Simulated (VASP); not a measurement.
# NdH2: structure and properties in VASP, part 10 of 10

What structure does NdH2 take at this level, and what are its properties? The start is a cell from a database of measured crystal structures.

VASP 6.6.1, plane waves and PAW; the level of theory is named at each step.

Still holding for the runs below: The magnetic order comes from the search above, where another run lay slightly lower; longer or canted patterns were not tried. DFT+U on an f shell has many metastable occupations, and no search among them was made.

So far, moment of the cell, from the last line of the log (μB): step 2 (magnetic order: ferromagnetic) 3.19; step 9 (bands along the symmetry lines (PBEsol + U)) 3.24; step 10 (total and projected DOS (PBEsol + U)) 3.23; step 11 (volume scan with PBEsol + U, volume scale 0.94) 3.24; step 12 (volume scan with PBEsol + U, volume scale 0.96) 3.24.

### Step 13. Volume scan with PBEsol + U, volume scale 0.98

Level of this step: PBEsol, DFT+U (Nd f 5 eV), spin-polarised from a ferromagnetic start; plane waves and PAW (Nd, H) (VASP).

The input, INCAR:

```
SYSTEM = NdH2
PREC = Accurate
ENCUT = 440
EDIFF = 1E-06
NELM = 150
ISMEAR = 0
SIGMA = 0.05
LREAL = .FALSE.
ALGO = Normal
GGA = PS
NBANDS = 17
ISPIN = 2
MAGMOM = 2.91 -0.011 -0.011
LDAU = .TRUE.
LDAUTYPE = 2
LDAUL = 3 -1
LDAUU = 5 0
LDAUJ = 0 0
LDAUPRINT = 1
LASPH = .TRUE.
LMAXMIX = 6
AMIX = 0.2
BMIX = 1E-04
AMIX_MAG = 0.8
BMIX_MAG = 1E-04
LORBIT = 11
LWAVE = .FALSE.
LCHARG = .FALSE.
KPAR = 8
ISIF = 2
```

The input, POSCAR:

```
NdH2
1.0
    0.0000000000      2.6765896824      2.6765896824
    2.6765896824      0.0000000000      2.6765896824
    2.6765896824      2.6765896824      0.0000000000
Nd H
1 2
Direct
    0.0000000000      0.0000000000      0.0000000000
    0.2500000000      0.2500000000      0.2500000000
    0.7500000000      0.7500000000      0.7500000000
```

The input, KPOINTS:

```
Automatic mesh
0
Gamma
9 9 9
0 0 0
```

The projector-augmented-wave data sets are Nd and H (PBE family, release 64).

Run with:

```
> mpirun -np 8 vasp_std
```

Output:

```text
[... set-up lines as in an earlier step ...]
 entering main loop
       N       E                     dE             d eps       ncg     rms          rms(c)
DAV:   1     0.980029055495E+02    0.98003E+02   -0.55982E+03  2844   0.195E+03
DAV:   2    -0.421447048848E+01   -0.10222E+03   -0.90808E+02  3675   0.278E+02
DAV:   3    -0.139172724391E+02   -0.97028E+01   -0.93695E+01  3743   0.122E+02
DAV:   4    -0.142862824329E+02   -0.36901E+00   -0.36101E+00  4398   0.160E+01
[...]
DAV:  19    -0.145593821048E+02   -0.62731E-04   -0.60129E-04  3709   0.503E-01    0.188E-01
DAV:  20    -0.145593891257E+02   -0.70209E-05   -0.18695E-05  3787   0.313E-02    0.425E-02
DAV:  21    -0.145593894790E+02   -0.35326E-06   -0.66972E-06  4017   0.355E-02
   1 F= -.14559389E+02 E0= -.14558936E+02  d E =-.907308E-03  mag=     3.2419
```

Wall time 18 s (8 MPI ranks of AMD EPYC 7R43, shared host); peak memory 1.5 GiB.

OUTCAR, selected parts (step 13):

```text
  Total        0.1511795      0.1511795      0.1511795      0.0000000     -0.0000000     -0.0000000
  in kB        6.3157965      6.3157965      6.3157965      0.0000000     -0.0000000     -0.0000000
  external PRESSURE =       6.3157965 kB  Pullay stress =       0.0000000 kB

 POSITION                                       TOTAL-FORCE (eV/Angst)
 -----------------------------------------------------------------------------------
      0.00000      0.00000      0.00000        -0.000000      0.000000     -0.000000
      1.33829      1.33829      1.33829        -0.000000     -0.000000      0.000000
      4.01488      4.01488      4.01488         0.000000      0.000000      0.000000
 -----------------------------------------------------------------------------------
    total drift:                               -0.000000     -0.000000      0.000000

  FREE ENERGIE OF THE ION-ELECTRON SYSTEM (eV)
  ---------------------------------------------------
  free  energy   TOTEN  =       -14.5593894790 eV

  energy  without entropy=      -14.5584821708  energy(sigma->0) =      -14.55893582

 magnetization (x)
# of ion       s       p       d       f       tot
--------------------------------------------------
    1       -0.011  -0.108   0.075   2.952   2.908
    2       -0.011   0.001   0.000   0.000  -0.011
    3       -0.011   0.001   0.000   0.000  -0.011
--------------------------------------------------
tot         -0.034  -0.106   0.075   2.952   2.887

[... 1 part as in an earlier step ...]

[... 2 further parts left out ...]
[key lines of the parts left out:]
E-fermi :   4.2801
```

The pressure falls from 3.33 to 0.63 GPa.

The run ends at a pressure of 0.63 GPa.

### Step 14. Volume scan with PBEsol + U, volume scale 1

INCAR is that of step 13.

The input, POSCAR:

```
NdH2
1.0
    0.0000000000      2.6946752964      2.6946752964
    2.6946752964      0.0000000000      2.6946752964
    2.6946752964      2.6946752964      0.0000000000
Nd H
1 2
Direct
    0.0000000000      0.0000000000      0.0000000000
    0.2500000000      0.2500000000      0.2500000000
    0.7500000000      0.7500000000      0.7500000000
```

KPOINTS is that of step 13.

Run with:

```
> mpirun -np 8 vasp_std
```

Output:

```text
[... set-up lines as in an earlier step ...]
 entering main loop
       N       E                     dE             d eps       ncg     rms          rms(c)
DAV:   1     0.951697293461E+02    0.95170E+02   -0.55419E+03  2901   0.192E+03
DAV:   2    -0.413243923511E+01   -0.99302E+02   -0.89236E+02  3668   0.273E+02
DAV:   3    -0.137414537717E+02   -0.96090E+01   -0.92558E+01  3772   0.121E+02
DAV:   4    -0.141284953507E+02   -0.38704E+00   -0.37614E+00  4435   0.164E+01
[...]
DAV:  21    -0.145664236821E+02    0.77144E-05   -0.82421E-06  3821   0.456E-02    0.552E-02
DAV:  22    -0.145664122972E+02    0.11385E-04   -0.15194E-04  3488   0.250E-01    0.210E-02
DAV:  23    -0.145664129483E+02   -0.65109E-06   -0.78222E-06  3988   0.271E-02
   1 F= -.14566413E+02 E0= -.14565948E+02  d E =-.929211E-03  mag=     3.2423
```

The job ended after 20 s (8 MPI ranks; peak memory 1.5 GiB; 2.6 min of CPU time).

OUTCAR, selected parts (step 14):

```text
  Total        0.0136117      0.0136117      0.0136117     -0.0000000      0.0000000     -0.0000000
  in kB        0.5572789      0.5572789      0.5572789     -0.0000000      0.0000000     -0.0000000
  external PRESSURE =       0.5572789 kB  Pullay stress =       0.0000000 kB

  FREE ENERGIE OF THE ION-ELECTRON SYSTEM (eV)
  ---------------------------------------------------
  free  energy   TOTEN  =       -14.5664129483 eV

  energy  without entropy=      -14.5654837369  energy(sigma->0) =      -14.56594834

[... 4 parts as in an earlier step ...]

[... 1 further part left out ...]
[key lines of the parts left out:]
E-fermi :   4.1640
```

The pressure falls from 0.63 to 0.06 GPa.

The run ends at a pressure of 0.06 GPa.

### Step 15. Volume scan with PBEsol + U, volume scale 1.02

INCAR is that of step 14.

The input, POSCAR:

```
NdH2
1.0
    0.0000000000      2.7125213482      2.7125213482
    2.7125213482      0.0000000000      2.7125213482
    2.7125213482      2.7125213482      0.0000000000
Nd H
1 2
Direct
    0.0000000000      0.0000000000      0.0000000000
    0.2500000000      0.2500000000      0.2500000000
    0.7500000000      0.7500000000      0.7500000000
```

KPOINTS is that of step 14.

Run with:

```
> mpirun -np 8 vasp_std
```

Output:

```text
[... set-up lines as in an earlier step ...]
 entering main loop
       N       E                     dE             d eps       ncg     rms          rms(c)
DAV:   1     0.104852872666E+03    0.10485E+03   -0.55188E+03  2772   0.189E+03
DAV:   2    -0.245440507588E+01   -0.10731E+03   -0.95306E+02  3694   0.277E+02
DAV:   3    -0.135555488640E+02   -0.11101E+02   -0.10775E+02  3851   0.126E+02
DAV:   4    -0.139650429621E+02   -0.40949E+00   -0.39288E+00  4311   0.171E+01
[...]
DAV:  23    -0.145660099011E+02    0.71911E+00   -0.53639E+00  4442   0.479E-01    0.678E-02
DAV:  24    -0.145660084202E+02    0.14809E-05   -0.16843E-05  3561   0.828E-02    0.437E-02
DAV:  25    -0.145660086442E+02   -0.22400E-06   -0.47307E-07  1666   0.145E-02
   1 F= -.14566009E+02 E0= -.14565522E+02  d E =-.972428E-03  mag=     3.2432
```

The job ended after 22 s (8 MPI ranks; peak memory 1.5 GiB; 2.8 min of CPU time).

From OUTCAR (step 15):

```text
  Total       -0.3615911     -0.3615911     -0.3615911      0.0000000      0.0000000     -0.0000000
  in kB      -14.5137217    -14.5137217    -14.5137217      0.0000000      0.0000000     -0.0000000
  external PRESSURE =     -14.5137217 kB  Pullay stress =       0.0000000 kB

 POSITION                                       TOTAL-FORCE (eV/Angst)
 -----------------------------------------------------------------------------------
      0.00000      0.00000      0.00000        -0.000000      0.000000     -0.000000
      1.35626      1.35626      1.35626         0.000000      0.000000      0.000000
      4.06878      4.06878      4.06878        -0.000000     -0.000000     -0.000000
 -----------------------------------------------------------------------------------
    total drift:                               -0.000000     -0.000000      0.000000

  FREE ENERGIE OF THE ION-ELECTRON SYSTEM (eV)
  ---------------------------------------------------
  free  energy   TOTEN  =       -14.5660086442 eV

  energy  without entropy=      -14.5650362165  energy(sigma->0) =      -14.56552243

 magnetization (x)
# of ion       s       p       d       f       tot
--------------------------------------------------
    1       -0.011  -0.109   0.074   2.957   2.911
    2       -0.011   0.001   0.000   0.000  -0.011
    3       -0.011   0.001   0.000   0.000  -0.011
--------------------------------------------------
tot         -0.034  -0.107   0.074   2.957   2.890

[... 1 part as in an earlier step ...]

[... 2 further parts left out ...]
[key lines of the parts left out:]
E-fermi :   4.0540
```

The pressure falls from 0.06 to -1.45 GPa, so it vanishes between these two volumes.

### Step 16. Volume scan with PBEsol + U, volume scale 1.04

INCAR is that of step 15.

The input, POSCAR:

```
NdH2
1.0
    0.0000000000      2.7301356168      2.7301356168
    2.7301356168      0.0000000000      2.7301356168
    2.7301356168      2.7301356168      0.0000000000
Nd H
1 2
Direct
    0.0000000000      0.0000000000      0.0000000000
    0.2500000000      0.2500000000      0.2500000000
    0.7500000000      0.7500000000      0.7500000000
```

KPOINTS is that of step 15.

Run with:

```
> mpirun -np 8 vasp_std
```

Output:

```text
[... set-up lines as in an earlier step ...]
 entering main loop
       N       E                     dE             d eps       ncg     rms          rms(c)
DAV:   1     0.958855809417E+02    0.95886E+02   -0.55761E+03  2844   0.191E+03
DAV:   2    -0.354921228205E+01   -0.99435E+02   -0.89011E+02  3703   0.273E+02
DAV:   3    -0.134143104006E+02   -0.98651E+01   -0.95410E+01  3879   0.123E+02
DAV:   4    -0.138057263345E+02   -0.39142E+00   -0.38217E+00  4321   0.159E+01
[...]
DAV:  21    -0.145588684870E+02    0.18238E-04   -0.71512E-05  3538   0.175E-01    0.615E-02
DAV:  22    -0.145588740788E+02   -0.55918E-05   -0.12352E-04  3748   0.227E-01    0.128E-02
DAV:  23    -0.145588745390E+02   -0.46021E-06   -0.58918E-06  3678   0.205E-02
   1 F= -.14558875E+02 E0= -.14558354E+02  d E =-.104097E-02  mag=     3.2448
```

Wall time 20 s (8 MPI ranks); peak memory 1.5 GiB; 2.6 min of CPU time.

From OUTCAR (step 16):

```text
  Total       -0.6747658     -0.6747658     -0.6747658      0.0000000      0.0000000      0.0000000
  in kB      -26.5632381    -26.5632381    -26.5632381      0.0000000      0.0000000      0.0000000
  external PRESSURE =     -26.5632381 kB  Pullay stress =       0.0000000 kB

 POSITION                                       TOTAL-FORCE (eV/Angst)
 -----------------------------------------------------------------------------------
      0.00000      0.00000      0.00000         0.000000     -0.000000     -0.000000
      1.36507      1.36507      1.36507        -0.000000     -0.000000      0.000000
      4.09520      4.09520      4.09520         0.000000      0.000000     -0.000000
 -----------------------------------------------------------------------------------
    total drift:                               -0.000000     -0.000000      0.000000

  FREE ENERGIE OF THE ION-ELECTRON SYSTEM (eV)
  ---------------------------------------------------
  free  energy   TOTEN  =       -14.5588745390 eV

  energy  without entropy=      -14.5578335681  energy(sigma->0) =      -14.55835405

 magnetization (x)
# of ion       s       p       d       f       tot
--------------------------------------------------
    1       -0.011  -0.109   0.073   2.960   2.913
    2       -0.011   0.001   0.000   0.000  -0.011
    3       -0.011   0.001   0.000   0.000  -0.011
--------------------------------------------------
tot         -0.034  -0.108   0.073   2.960   2.892

[... 1 part as in an earlier step ...]

[... 2 further parts left out ...]
[key lines of the parts left out:]
E-fermi :   3.9467
```

The pressure falls from -1.45 to -2.66 GPa.

The run ends at a pressure of -2.66 GPa.

### Step 17. Volume scan with PBEsol + U, volume scale 1.06

A prediction first. A parabola through the 6 pressures of evenly scaled cells so far, P = -0.31 -69.7 t +330 t² GPa with t = ln(V/V₁) and V₁ the volume at scale 1, gives -3.25 GPa at t = +0.0583.

INCAR is that of step 16.

The input, POSCAR:

```
NdH2
1.0
    0.0000000000      2.7475254845      2.7475254845
    2.7475254845      0.0000000000      2.7475254845
    2.7475254845      2.7475254845      0.0000000000
Nd H
1 2
Direct
    0.0000000000      0.0000000000      0.0000000000
    0.2500000000      0.2500000000      0.2500000000
    0.7500000000      0.7500000000      0.7500000000
```

KPOINTS is that of step 16.

Run with:

```
> mpirun -np 8 vasp_std
```

Output:

```text
[... set-up lines as in an earlier step ...]
 entering main loop
       N       E                     dE             d eps       ncg     rms          rms(c)
DAV:   1     0.995544080893E+02    0.99554E+02   -0.54484E+03  2814   0.188E+03
DAV:   2    -0.220084767741E+01   -0.10176E+03   -0.90289E+02  3654   0.268E+02
DAV:   3    -0.132118619002E+02   -0.11011E+02   -0.10664E+02  3837   0.122E+02
DAV:   4    -0.136472386218E+02   -0.43538E+00   -0.41989E+00  4427   0.169E+01
[...]
DAV:  21    -0.145453908536E+02    0.11444E-04   -0.38521E-05  3573   0.128E-01    0.478E-02
DAV:  22    -0.145453956146E+02   -0.47610E-05   -0.93161E-05  3688   0.203E-01    0.906E-03
DAV:  23    -0.145453955085E+02    0.10605E-06   -0.53375E-06  3758   0.288E-02
   1 F= -.14545396E+02 E0= -.14544827E+02  d E =-.113793E-02  mag=     3.2473
```

Wall time 20 s (8 MPI ranks); peak memory 1.5 GiB; 2.6 min of CPU time.

OUTCAR, selected parts (step 17):

```text
  Total       -0.9927859     -0.9927859     -0.9927859     -0.0000000     -0.0000000      0.0000000
  in kB      -38.3452000    -38.3452000    -38.3452000     -0.0000000     -0.0000000      0.0000000
  external PRESSURE =     -38.3452000 kB  Pullay stress =       0.0000000 kB

 POSITION                                       TOTAL-FORCE (eV/Angst)
 -----------------------------------------------------------------------------------
      0.00000      0.00000      0.00000        -0.000000      0.000000     -0.000000
      1.37376      1.37376      1.37376        -0.000000     -0.000000     -0.000000
      4.12129      4.12129      4.12129         0.000000      0.000000      0.000000
 -----------------------------------------------------------------------------------
    total drift:                               -0.000000     -0.000000      0.000000

  FREE ENERGIE OF THE ION-ELECTRON SYSTEM (eV)
  ---------------------------------------------------
  free  energy   TOTEN  =       -14.5453955085 eV

  energy  without entropy=      -14.5442575786  energy(sigma->0) =      -14.54482654

 magnetization (x)
# of ion       s       p       d       f       tot
--------------------------------------------------
    1       -0.011  -0.110   0.073   2.963   2.915
    2       -0.011   0.001   0.000   0.000  -0.011
    3       -0.011   0.001   0.000   0.000  -0.011
--------------------------------------------------
tot         -0.034  -0.108   0.073   2.963   2.894

[... 1 part as in an earlier step ...]

[... 2 further parts left out ...]
[key lines of the parts left out:]
E-fermi :   3.8430
```

The pressure falls from -2.66 to -3.83 GPa. The parabola predicted -3.25 GPa, +0.58 GPa off.

### Step 18. The series together

Times are for 8 MPI ranks of AMD EPYC 7R43, shared host. The runs compared:

| no. | volume scale | energy above the lowest point (meV/atom) | pressure (GPa) | time | memory (GiB) |
| --- | --- | --- | --- | --- | --- |
| 1 | 0.94 | 15.45 | 5.257 | 20 s | 1.5 |
| 2 | 0.96 | 7.41 | 3.333 | 20 s | 1.5 |
| 3 | 0.98 | 2.34 | 0.6316 | 18 s | 1.5 |
| 4 | 1 | 0 | 0.05573 | 20 s | 1.5 |
| 5 | 1.02 | 0.14 | -1.451 | 22 s | 1.5 |
| 6 | 1.04 | 2.53 | -2.656 | 20 s | 1.5 |
| 7 | 1.06 | 7.04 | -3.835 | 20 s | 1.5 |

### Step 19. Fit for PBEsol + U

This step: Birch-Murnaghan fit, PBEsol, DFT+U (Nd f 5 eV); plane waves and PAW (VASP 6.6.1).

Derived from the runs above.

This step gave:

| Quantity | Value |
| --- | --- |
| pressure derivative of the bulk modulus | 3.522 |
| r.m.s. error of the fit | 7.00e-6 eV/atom |
| minimum inside the sampled range | yes |
| bulk modulus | 73.98 GPa |
| equilibrium volume of the fit | 13.16 Å³/atom |

Energy above the fitted minimum against volume:

```
volume (Å³/atom)  energy above the fitted minimum (eV/atom)
          12.262                                     0.0157
          12.523                                    0.00764
          12.784                                    0.00257
          13.044                                     2.4e-4
          13.305                                     3.8e-4
          13.566                                    0.00277
          13.827                                    0.00728
```

The fitted volume lies +0.88 % from the relaxed one. At a finite cutoff and mesh the minimum of the energy and the zero of the stress don't quite coincide, and the relaxation stops at a threshold.

### Step 20. Outcome

```yaml
relaxed_volume: 13.04 Å³/atom
relaxed_conventional_cell_a_b_c: 5.389, 5.389, 5.389 Å
space_group_after_relaxing_within_0p02_a: Fm-3m (No. 225)
moment_of_the_cell_13x13x13_mesh: 3.23 μB
largest_site_moment_13x13x13_mesh: 2.91 μB on Nd1
band_gap: none, a metal
dos_at_the_fermi_level: 0.895 states/eV/cell
bulk_modulus_from_the_fit: 74.0 GPa
volume_from_the_fit: 13.2 Å³/atom
```

With PBEsol + U, NdH2 relaxes to 13.04 Å³/atom in space group Fm-3m, comes out as a metal, keeps moments of up to 2.91 μB (13×13×13 mesh) and has a bulk modulus of 74.0 GPa. Against the listed cell the volume lies -4.4 %. Of 3 collinear starts at PBEsol + U, several lie within a few meV an atom, and the runs go on in a ferromagnetic state that is not the lowest. Bands along the symmetry lines (PBEsol + U), spin up: Of the bands kept, 1 crosses the Fermi level on this path. Bands along the symmetry lines (PBEsol + U), spin down: Of the bands kept, 1 crosses the Fermi level on this path. Spin-orbit coupling is left out, and with elements this heavy it would split and shift bands near the Fermi level. Only a few collinear orders were tried, on the cell as listed. No search among competing phases was made, and a listed structure need not be the one stable at ambient conditions. All values are for a static lattice at zero temperature.

[Lines on the potential files, build, host, timing and source positions are cut from VASP's logs without a mark.]

[Logs are printed without paths, hosts, clocks, repeated set-up lines and the standing remarks that a program may print on its own settings, such as how far it seeks lower states.]

[Hosts, paths, dates, database ids (printed as entryN), source tags and the programs' standing remarks are cut or masked in the printed files.]

[A measured line is paired with the nearest computed mode of its activity, which favours agreement.]
